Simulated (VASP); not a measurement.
SiC: energy against volume

SiC (zinc blende, F-43m, 10.159 Å³/atom and stress up to 0.16 GPa in the relaxed cell, cube axes along x, y and z) under an equal strain ε along all three axes. LDA in VASP (plane waves, PAW), 600 eV, 12×12×12 Γ-centred mesh, Gaussian smearing 0.05 eV; ions are relaxed, or left where forces stay under 0.02 eV/Å, within the symmetry of each cell.

Here V stands for volume and E for E less E0.

| volume (Å³/atom) | E less E0 (meV/atom) | pressure (GPa) |
|---|---|---|
| 9.5615 | 27.78 | 15.39 |
| 9.7086 | 15.43 | 11.14 |
| 9.8572 | 6.78 | 7.14 |
| 10.0073 | 1.69 | 3.37 |
| 10.1589 | 0.00 | -0.16 |
| 10.3120 | 1.58 | -3.48 |
| 10.4667 | 6.29 | -6.60 |
| 10.6229 | 13.97 | -9.52 |
| 10.7807 | 24.54 | -12.25 |
| 11.1009 | ? | ? |

Task: Using the third-order Birch-Murnaghan form, a cubic in V^(-2/3), estimate the missing E at V = 11.1009 from the other rows, showing the fit.

Result: With u = V^(-2/3) - 0.213, the rows have u = 0.008981, 0.006733, 0.004519, 0.002339, 0.000191, -0.001924, -0.004009, -0.006063, -0.008087. Least squares gives E = 0.015 - 122.46·u + 358917·u² - 114412·u³. Residuals (row less fit): -0.002, 0.004, -0.001, -0.001, -0.005, 0.000, 0.008, -0.007, 0.001; standard error 0.006 (degrees of freedom: 5). Its minimum lies at u = 0.000171, so V0 = (0.213171)^(-3/2) = 10.16. There d²E/du² = 717700 and d³E/du³ = -686500, so B0 = (4/9) × 10.16^(-7/3) × 717700 × 0.160218 = 229 GPa (the last factor turns the table's units into GPa), and B0' = 4 + (2/3) × 0.213171 × (-686500)/717700 = 3.9. B0' rests on the cubic coefficient alone and has a standard error of 0.1 from these residuals. At the withheld row, u = -0.012047, so E = 0.015 - 122.46 × (-0.012047) + 358917 × (-0.012047)² - 114412 × (-0.012047)³ = 53.780 meV/atom. The calculation gives 53.76 meV/atom, 0.020 meV/atom below the prediction (0.0 % of the range of E in the table). The row lies outside the fitted rows, so this is an extrapolation. The scatter of the fitted rows lies at the last printed digit.

Other structures, which can take over under pressure, weren't tried. The same form fitted to the pressure column gives B0' = 3.9; series where the two differ by over 0.4 aren't shown. Rows are the converged runs of the series near zero and its far end, less any whose ions stayed unrelaxed beside relaxed ones; series whose fitted rows scatter by over a few per cent of the range, as at a crossing or softening among them, aren't shown in this form.
